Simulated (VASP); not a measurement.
Given:

```
CELL_PARAMETERS angstrom
      2.61411     0.00000     0.00000
      0.00000     2.61411     0.00000
      0.00000     0.00000     3.77976
ATOMIC_POSITIONS crystal
  Ti 0.00000 0.00000 0.00000
  Al 0.50000 0.50000 0.50000
```

Level of theory: LDA (Ceperley-Alder, Perdew-Zunger), VASP's LDA PAW potentials (set 64) (plane waves; VASP). Run with 500 eV cut-off, 14×14×10 Γ-centred mesh, first-order Methfessel-Paxton smearing of 0.10 eV, potentials Ti_sv Al.

Q: Estimate the energy per atom (σ→0), pressure, band gap (on the k-mesh) with the smallest direct gap where there is one.

A: 
The band gap (on the k-mesh) comes out as none (metal, semimetal or under 0.01 eV), the energy per atom (σ→0) is -636.4 kJ/mol of atoms and the pressure is 29.93 GPa.

The compound is TiAl in the L1_0 structure. It was relaxed first under an external pressure of 30 GPa. The electron count is odd and the run is not spin-polarised, which forces a metal.
